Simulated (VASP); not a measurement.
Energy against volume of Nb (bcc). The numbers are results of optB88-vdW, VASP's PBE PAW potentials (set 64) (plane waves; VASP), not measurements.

| V (Å³/atom) | E (eV/atom) |
|---|---|
| 16.950 | -7.18822 |
| 17.491 | -7.21978 |
| 18.032 | -7.23066 |
| 18.573 | -7.22330 |
| 19.114 | -7.20018 |

Question: Fit a third-order Birch-Murnaghan equation of state.

Answer: 
The volume per atom is 18.07 Å³/atom. The bulk modulus is 177 GPa and the pressure derivative of the bulk modulus is 3.49. The lattice constant a is 3.306 Å.

Measured: bulk modulus 173 GPa at 0 K (computed value off by +2.4 %), as given by Daniel Mejia-Rodriguez et al., Physical Review B (2018), arXiv:1807.09216 [0 K value with the zero-point phonon effect removed]; a 3.294 Å at 0 K (computed value off by +0.4 %), as given by Daniel Mejia-Rodriguez et al., Physical Review B (2018), arXiv:1807.09216 [static lattice: zero-point anharmonic expansion removed].

The compound is Nb in the bcc structure. It was relaxed first.
